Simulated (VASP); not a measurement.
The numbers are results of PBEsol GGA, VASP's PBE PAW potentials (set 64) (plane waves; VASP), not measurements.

VASP input:

INCAR:
```
! general
SYSTEM = Be
PREC   = Accurate
ENCUT  = 520
LREAL  = .FALSE.
LASPH  = .TRUE.

! electronic loop
EDIFF  = 1E-7
NELM   = 100
ALGO   = Normal

! smearing
ISMEAR = 1
SIGMA  = 0.1

! functional
GGA    = PS

! ions
IBRION = 2
NSW    = 30
ISIF   = 4
EDIFFG = -0.01

! output
LWAVE  = .FALSE.
LCHARG = .FALSE.
```

### POSCAR
```
Be
1.0
  1.1072013480  -1.9177288245   0.0000000000
  1.1072013480   1.9177288245   0.0000000000
  0.0000000000   0.0000000000   3.4789525232
Be
2
Cartesian
  1.1072013480   0.6392442200   0.8697381308
  1.1072013480  -0.6392442200   2.6092143924
```

**KPOINTS**
```
Regular mesh
0
G
 18 18 10
```

POTCAR, in this order: Be (PBE.64 set). Program: vasp_std.

Output

### OUTCAR
```
 ion  position               nearest neighbor table
   1  0.333  0.667  0.250-   2 2.16   2 2.16   2 2.16   2 2.16   2 2.16   2 2.16
   2  0.667  0.333  0.750-   1 2.16   1 2.16   1 2.16   1 2.16   1 2.16   1 2.16
  LATTYP: Found a hexagonal cell.
 ALAT       =     2.2144025536
 C/A-ratio  =     1.5710569506
 Subroutine PRICEL returns:
 Original cell was already a primitive cell.
 Subroutine GETGRP returns: Found 24 space group operations
The static configuration has the point symmetry D_3d.
 The point group associated with its full space group is D_6h.
The dynamic configuration has the point symmetry D_3d.
 Subroutine INISYM returns: Found 24 space group operations
 Subroutine IBZKPT returns following result:
 Found    222 irreducible k-points:

 Following reciprocal coordinates:
            Coordinates               Weight
  0.000000  0.000000  0.000000      1.000000
  0.055556  0.000000  0.000000      6.000000
  0.111111  0.000000  0.000000      6.000000
  0.166667  0.000000  0.000000      6.000000
  0.222222  0.000000  0.000000      6.000000
  0.277778  0.000000  0.000000      6.000000
  0.333333 -0.000000  0.000000      6.000000
  0.388889  0.000000  0.000000      6.000000
  0.444444  0.000000  0.000000      6.000000
  0.500000 -0.000000  0.000000      3.000000
  0.055556  0.055556  0.000000      6.000000
  0.111111  0.055556  0.000000     12.000000
  0.166667  0.055556  0.000000     12.000000
  0.222222  0.055556  0.000000     12.000000
  0.277778  0.055556  0.000000     12.000000
  0.333333  0.055556  0.000000     12.000000
  0.388889  0.055556  0.000000     12.000000
  0.444444  0.055556  0.000000     12.000000
  0.111111  0.111111  0.000000      6.000000
  0.166667  0.111111  0.000000     12.000000
  0.222222  0.111111  0.000000     12.000000
  0.277778  0.111111  0.000000     12.000000
...
```

**OSZICAR**
```
       N       E                     dE             d eps       ncg     rms          rms(c)
DAV:   1    -0.270376129607E+01   -0.27038E+01   -0.18269E+03  2682   0.551E+02
DAV:   2    -0.797431674513E+01   -0.52706E+01   -0.49890E+01  4098   0.666E+01
DAV:   3    -0.800609189336E+01   -0.31775E-01   -0.31758E-01  3492   0.471E+00
DAV:   4    -0.800612290272E+01   -0.31009E-04   -0.31009E-04  3966   0.139E-01
DAV:   5    -0.800612295627E+01   -0.53546E-07   -0.53875E-07  3402   0.195E-03    0.133E+00
DAV:   6    -0.797897420487E+01    0.27149E-01   -0.35638E-03  2910   0.910E-01    0.812E-01
DAV:   7    -0.796805715867E+01    0.10917E-01   -0.46964E-03  2934   0.918E-01    0.183E-02
DAV:   8    -0.796805398106E+01    0.31776E-05   -0.15262E-05  4122   0.393E-02    0.775E-03
DAV:   9    -0.796805466187E+01   -0.68081E-06   -0.54489E-07  3234   0.669E-03    0.478E-04
DAV:  10    -0.796805467994E+01   -0.18074E-07   -0.75425E-10  2568   0.265E-04
   1 F= -.79680547E+01 E0= -.79680202E+01  d E =-.796805E+01
       N       E                     dE             d eps       ncg     rms          rms(c)
DAV:   1    -0.796930655789E+01   -0.12519E-02   -0.13835E-02  3348   0.797E-01    0.453E-02
DAV:   2    -0.796928807110E+01    0.18487E-04   -0.60983E-05  3186   0.725E-02    0.273E-02
DAV:   3    -0.796927426905E+01    0.13802E-04   -0.10479E-05  3546   0.186E-02    0.368E-04
DAV:   4    -0.796927427720E+01   -0.81534E-08   -0.83058E-08  3180   0.288E-03
   2 F= -.79692743E+01 E0= -.79692146E+01  d E =-.121960E-02
```

**OUTCAR**
```
------------------------ aborting loop because EDIFF is reached ----------------------------------------
  FORCE on cell =-STRESS in cart. coord.  units (eV):
  Direction    XX          YY          ZZ          XY          YZ          ZX
  --------------------------------------------------------------------------------------
  Total        0.7768884      0.7768882      0.7778372      0.0000000      0.0000000      0.0000000
  in kB       84.2513575     84.2513426     84.3542569      0.0000000      0.0000000      0.0000000
  external PRESSURE =      84.2856524 kB  Pullay stress =       0.0000000 kB
  volume of cell :       14.77
      direct lattice vectors                 reciprocal lattice vectors
     1.103745909 -1.911743824  0.000000000     0.453002812 -0.261541318  0.000000000
     1.103745909  1.911743824 -0.000000000     0.453002812  0.261541318 -0.000000000
     0.000000000  0.000000000  3.500769375     0.000000000  0.000000000  0.285651493
 POSITION                                       TOTAL-FORCE (eV/Angst)
 -----------------------------------------------------------------------------------
      1.10375      0.63725      0.87519         0.000000     -0.000000      0.000000
      1.10375     -0.63725      2.62558         0.000000      0.000000      0.000000
 -----------------------------------------------------------------------------------
    total drift:                                0.000000     -0.000004      0.000005
  FREE ENERGIE OF THE ION-ELECTRON SYSTEM (eV)
  ---------------------------------------------------
  free  energy   TOTEN  =        -7.9692742772 eV

  energy  without entropy=       -7.9690951492  energy(sigma->0) =       -7.96921457

 reached required accuracy - stopping structural energy minimisation
```
(Selected blocks of OUTCAR.)

File CONTCAR:
```
Be
   1.00000000000000
     1.1037459090106951   -1.9117438239040203    0.0000000000000000
     1.1037459090106951    1.9117438239040203   -0.0000000000000000
     0.0000000000000000    0.0000000000000000    3.5007693754337237
  Be
     2
Direct
     0.3333330000000032    0.6666669999999968    0.2500000000000000
     0.6666669999999968    0.3333330000000032    0.7500000000000000
```

The compound is Be in the hcp structure. This cell is one point of a volume scan, at 0.94 of the reference volume. Symmetry was kept, so distortions that lower it aren't found.
